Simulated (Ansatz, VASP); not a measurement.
One calculation of MgSiH2O4, two programs

INCAR

```
  ALGO = Normal
  EDIFF = 1E-7
  ENCUT = 520
  GGA = PE
  ISIF = 2
  ISMEAR = -1
  LASPH = T
  LCHARG = F
  LREAL = F
  LWAVE = F
  NBANDS = 26
  NELM = 100
  PREC = Accurate
  SIGMA = 0.05
```

KPOINTS

```
k-points
0
Gamma
  6 9 6
```

Contents of POSCAR:

```
MgSiH2O4
1.0
    4.2826850000      0.0000000000      0.0000000000
    0.0000000000      2.8563250000      0.0000000000
   -0.2636590000      0.0000000000      4.7703820000
Si Mg O H
1 1 4 2
Direct
    0.0000000000      0.0000000000      0.0000000000
    0.5000000000      0.5000000000      0.5000000000
    0.2440220000      0.5000000000      0.8815380000
    0.7559780000      0.5000000000      0.1184620000
    0.2037060000      0.0000000000      0.3300790000
    0.7962940000      0.0000000000      0.6699210000
    0.5000000000      0.5000000000      0.0000000000
    0.0000000000      0.0000000000      0.5000000000
```

input.yaml

```yaml
crystal:
  lattice:
    - [4.282685, 0.0, 0.0]
    - [0.0, 2.856325, 0.0]
    - [-0.263659, 0.0, 4.770382]
  atoms:
    - { symbol: Si, position: [0.0, 0.0, 0.0] }
    - { symbol: Mg, position: [0.5, 0.5, 0.5] }
    - { symbol: O, position: [0.244022, 0.5, 0.881538] }
    - { symbol: O, position: [0.755978, 0.5, 0.118462] }
    - { symbol: O, position: [0.203706, 0.0, 0.330079] }
    - { symbol: O, position: [0.796294, 0.0, 0.669921] }
    - { symbol: H, position: [0.5, 0.5, 0.0] }
    - { symbol: H, position: [0.0, 0.0, 0.5] }
hamiltonian:
  xc: pbe
  pseudopotentials: { kind: paw }
kpoints:
  mp_grid: { grid: [6, 9, 6] }
scf:
  occupations: { method: fermi_dirac, width: 0.05 }
output:
  forces: true
  stress: true
  eigenvalues: true
```

The cell comes from a database or a generator and needn't be the stable form of this composition.

Alike in both runs: task single point; functional PBE; k mesh 6 × 9 × 6; occupations fermi-dirac, width 0.05 eV; no spin polarisation.

|  | VASP | Ansatz |
| --- | --- | --- |
| version | VASP 6.6.1 | Ansatz 0.2.0 |
| potentials or method | VASP PAW PBE potentials, release 64 (Si, Mg, O, H) | Ansatz PAW |
| plane-wave cutoff (eV) | 520 | 420 |
| valence electrons in the cell | 32 | 40 |

Ansatz gave:

| Property | Result |
| --- | --- |
| gap on the k mesh at the Fermi level (eV) | 4.95 |
| least direct gap on the mesh (eV) | 5.15 |
| pressure (GPa) | 0.0 |
| largest component of the traceless stress (GPa) | 0.13 |
| rms of the force components (eV/Å) | 0.010 |

Problem. What did VASP give for the same quantities?

Solution. gap on the k mesh at the Fermi level (eV): 4.93; least direct gap on the mesh (eV): 5.14; pressure (GPa): -0.2; largest component of the traceless stress (GPa): 0.21; rms of the force components (eV/Å): 0.023.

Atom by atom the forces differ by 0.016 eV/Å (rms over components). With one functional, cell and mesh, what is left measures potentials, basis and numerics. The two sets of potentials don't hold the same shells in valence.

Caveats: an odd mesh through Γ misses points on the zone boundary, where band edges often lie (VASP); odd divisions of the mesh miss points on the zone boundary, where band edges often lie, so the gap on the mesh can be too wide (Ansatz); the pressure holds a Pulay correction of +0.9 GPa for the finite cutoff (Ansatz). Expect the measured gap to be larger: semilocal functionals such as PBE lack the derivative discontinuity.
